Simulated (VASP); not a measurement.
A convergence study with VASP on GaSb (zinc blende): one setting is varied, all else stays as given below, so the limit is that of these other settings. Each run relaxes cell and ions; the cell shown is the tightest run's result. The basis is that of the starting cell, so low cut-offs carry a Pulay error.

```yaml
crystal:
  lattice:
    - [0.00000, 3.10960, 3.10960]
    - [3.10960, 0.00000, 3.10960]
    - [3.10960, 3.10960, 0.00000]
  atoms:
    - { symbol: Ga, position: [0.00000, 0.00000, 0.00000] }
    - { symbol: Sb, position: [0.25000, 0.25000, 0.25000] }
```

Computed with PBE GGA, VASP's PBE PAW potentials (set 64) (plane waves; VASP 6.6.1). The tightest run used: 700 eV cut-off, 6×6×6 Γ-centred mesh, Gaussian smearing of 0.050 eV, potentials Ga_d Sb.

The reference is ENCUT = 700, which took about 70 core-seconds. Costs are core time on shared hosts, one run each; read them as rough ratios.

**Question.** Of the settings ENCUT = 200; ENCUT = 250; ENCUT = 300; ENCUT = 350; ENCUT = 400; ENCUT = 450; ENCUT = 500; ENCUT = 550; ENCUT = 600; ENCUT = 650; ENCUT = 700, which is the lowest that keeps the difference from the reference in relaxed volume (Å³/atom) within 0.02 from there on, and what does it cost?

**Answer.** ENCUT = 500; its cost over the reference is about 1/3.
```
setting      difference in relaxed volume (Å³/atom)  cost over the reference
-----------  --------------------------------------  -----------------------
ENCUT = 200                                   5.079                about 1/3
ENCUT = 250                                   1.585                about 1/9
ENCUT = 300                                   0.109                about 1/6
ENCUT = 350                                   0.039                about 1/4
ENCUT = 400                                   0.097                about 1/2
ENCUT = 450                                   0.053                about 1/3
ENCUT = 500                                   0.004                about 1/3
ENCUT = 550                                   0.006     within a factor of 2
ENCUT = 600                                   0.001     within a factor of 2
ENCUT = 650                                   0.003     within a factor of 2
ENCUT = 700                                   0.000                reference
```

Left out are rungs that failed or repeat a setting and relaxations that didn't move; long series are thinned to 24 rows.

The compound is GaSb in the zinc blende structure.
